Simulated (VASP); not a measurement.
Crystal: GePbS2.

```
Pb Ge S
1.0
     1.77958    3.08231    0.00000
    -1.77958    3.08231    0.00000
     0.00000    0.00000    6.64961
Pb Ge S
1 1 2
Direct
  0.00000 0.00000 0.00000
  0.00000 0.00000 0.50000
  0.33330 0.33340 0.24500
  0.66670 0.66660 0.75500
```

The cell was built by a generator and needn't be a form met in nature.

- Program: VASP 6.6.1
- Task: relaxation of the atoms
- Functional: PBE
- Potentials or basis: VASP PAW PBE potentials, release 64 (Pb_d, Ge_d, S)
- Cutoff: 520 eV
- k mesh: 9 × 9 × 5
- Occupations: fermi-dirac, width 0.1 eV
- Spin: no spin polarisation

At the start: pressure 28.4 GPa; volume 18.24 Å³/atom.

**Question.** Where does the relaxation end?

**Answer.** Over 3 steps the energy falls by 189.6 meV/atom; space group P-3m1 (No. 164, to 0.05 Å).

Step by step:
```
step  energy change (eV)  largest force (eV/Å)  pressure (GPa)
   1              0.0000                2.8056           28.36
   2             -0.5701                1.4036           25.28
   3             -0.7584                0.0128           23.36
```

Final structure:
```yaml
crystal:
  lattice:
    - [1.77958, 3.08231, 0.00000]
    - [-1.77958, 3.08231, 0.00000]
    - [0.00000, 0.00000, 6.64961]
  atoms:
    - { symbol: Pb, position: [0.00000, 0.00000, 0.00000] }
    - { symbol: Ge, position: [0.00000, 0.00000, 0.50000] }
    - { symbol: S, position: [0.33332, 0.33335, 0.28573] }
    - { symbol: S, position: [0.66668, 0.66665, 0.71427] }
```
